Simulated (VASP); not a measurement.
Be2C (antifluorite): the formation energy from VASP (plane waves, PAW) at several levels of theory. The references are the elements' solids at the same level; no temperature or zero-point terms are added.  Without a dispersion term in the relaxation, distances and binding between the weakly bound layers, chains or molecules are unreliable, and so is what depends on them.

```tsv
level	formation energy (eV/atom)
LDA	-0.299
PBE	-0.233
PBEsol	-0.258
```

The cell of the LDA run:

```
Be2C
1.0
    0.00000     2.13607     2.13607
    2.13607     0.00000     2.13607
    2.13607     2.13607     0.00000
Be C
2 1
Direct
  0.25000   0.25000   0.25000
  0.75000   0.75000   0.75000
  0.00000   0.00000   0.00000
```

Only levels that ran to the end are used. Left out are those held back, those with too coarse a band path, GW runs whose mesh misses a band edge, hybrids' fits of cells that aren't cubic and levels without matching references; a question may draw on a part of the rest.
